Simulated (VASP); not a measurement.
Input:

```yaml
crystal:
  lattice:
    - [-1.65194, 1.65194, 1.65194]
    - [1.65194, -1.65194, 1.65194]
    - [1.65194, 1.65194, -1.65194]
  atoms:
    - { symbol: Nb, position: [0.00000, 0.00000, 0.00000] }
```

All values below come from optB88-vdW, VASP's PBE PAW potentials (set 64) (plane waves; VASP 6.6.1). Numerical set-up: 520 eV cut-off, 17×17×17 Γ-centred mesh, tetrahedra with Blöchl corrections, potentials Nb_sv.

Task: What does the run give for the energy per atom (σ→0), band gap (on the k-mesh) with the smallest direct gap where there is one?

Result: 
```
Item                                                        Result
------------------------  ----------------------------------------
band gap (on the k-mesh)  none (metal, semimetal or under 0.01 eV)
energy per atom (σ→0)                               -7.234 eV/atom
```

The absolute energy has meaning only against runs of the same code, potentials and settings.

The compound is Nb in the bcc structure. It was relaxed first.
